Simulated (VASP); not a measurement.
Input:

```
CELL_PARAMETERS angstrom
      0.00000     2.60120     2.60120
      2.60120     0.00000     2.60120
      2.60120     2.60120     0.00000
ATOMIC_POSITIONS crystal
  Zr 0.00000 0.00000 0.00000
  O  0.25000 0.25000 0.25000
  O  0.75000 0.75000 0.75000
```

Calculation: vdW-DF2, VASP's PBE PAW potentials (set 64) (plane waves; VASP 6.6.1). Numerical set-up: 520 eV cut-off, 8×8×8 Γ-centred mesh, tetrahedra with Blöchl corrections, potentials Zr_sv O.

Question: What does the run give for the energy per atom (σ→0), band gap (on the k-mesh) with the smallest direct gap where there is one?

Answer: 
The band gap (on the k-mesh) comes out as 3.25 eV and the smallest direct gap (on the k-mesh) comes out as 3.62 eV. The energy per atom (σ→0) comes out as -7.488 eV/atom.

Total energies compare only between runs with the same potentials, cut-off and functional.

The compound is ZrO2 in the fluorite structure, the high-temperature cubic form, which is unstable at 0 K; the monoclinic form is the stable one. It was relaxed first, which changed the volume by +7 %.
